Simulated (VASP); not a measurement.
Given:

```xyz
3
Lattice="0.0000 2.7723 2.7723 2.7723 0.0000 2.7723 2.7723 2.7723 0.0000" Properties=species:S:1:pos:R:3 pbc="T T T"
Li     1.3861     1.3861     1.3861
Li     4.1584     4.1584     4.1584
S      0.0000     2.7723     2.7723
```

All values below come from revTPSS meta-GGA, VASP's PBE PAW potentials (set 64) (plane waves; VASP). Numerical set-up: 520 eV cut-off, 7×7×7 Γ-centred mesh, Gaussian smearing of 0.050 eV, potentials Li_sv S.

Give the stress tensor in GPa (positive for a compressed cell).

```
3.17  0.00  0.00
0.00  3.17  0.00
0.00  0.00  3.17
```
The pressure is its mean diagonal, 3.17 GPa.

The compound is Li2S in the antifluorite structure. This cell is one point of a volume scan, at 0.94 of the reference volume.
